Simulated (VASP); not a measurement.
Calculation: PBE GGA, VASP's PBE PAW potentials (set 64) (plane waves; VASP).

A VASP calculation is set up with these files.

**KPOINTS**
```
Automatic mesh
0
Gamma
8 8 6
0 0 0
```

### POSCAR
```
Ga
1.0
  2.2302751190  -3.8348080540   0.0000000000
  2.2302751190   3.8348080540   0.0000000000
  0.0000000000   0.0000000000   4.6169924133
Ga
4
Cartesian
  2.2302751190   2.6406346502   4.2393212626
  2.2302751190   1.1941734038   1.9308250559
  2.2302751190  -1.1941734038   2.6861673574
  2.2302751190  -2.6406346502   0.3776711507
```

INCAR:
```
SYSTEM = Ga
PREC = Accurate
ENCUT = 480
EDIFF = 1E-7
NELM = 100
ALGO = Normal
LREAL = .FALSE.
LASPH = .TRUE.
ISMEAR = 1
SIGMA = 0.1
GGA = PE
LMAXMIX = 4
LWAVE = .FALSE.
LCHARG = .FALSE.
ISIF = 2
IBRION = 2
NSW = 30
EDIFFG = -0.01
```

POTCAR, in this order: Ga_d (PBE.64 set). Program: vasp_std.

Task: What does the run give for the energy per atom (σ→0), band gap (on the k-mesh)?

Result: 
```json
{
 "energy per atom (σ→0)": "-2.900 eV/atom",
 "band gap (on the k-mesh)": "none (metal, semimetal or under 0.01 eV)"
}
```

File OSZICAR:
```
...
DAV:   5    -0.115995811307E+02   -0.11349E-07   -0.16451E-07  3073   0.461E-03
   3 F= -.11599581E+02 E0= -.11599580E+02  d E =-.105566E-03
       N       E                     dE             d eps       ncg     rms          rms(c)
DAV:   1    -0.115995943304E+02   -0.13211E-04   -0.95450E-03  5376   0.606E-01    0.290E-03
DAV:   2    -0.115996133646E+02   -0.19034E-04   -0.19092E-04  7825   0.116E-01    0.204E-03
DAV:   3    -0.115996135317E+02   -0.16711E-06   -0.19747E-06  5953   0.104E-02    0.152E-03
DAV:   4    -0.115996134919E+02    0.39745E-07   -0.89952E-08  3685   0.347E-03
   4 F= -.11599613E+02 E0= -.11599612E+02  d E =-.323612E-04
```

The compound is Ga in the alpha structure. This cell was strained or had an atom moved on purpose. Symmetry was kept, so distortions that lower it aren't found.
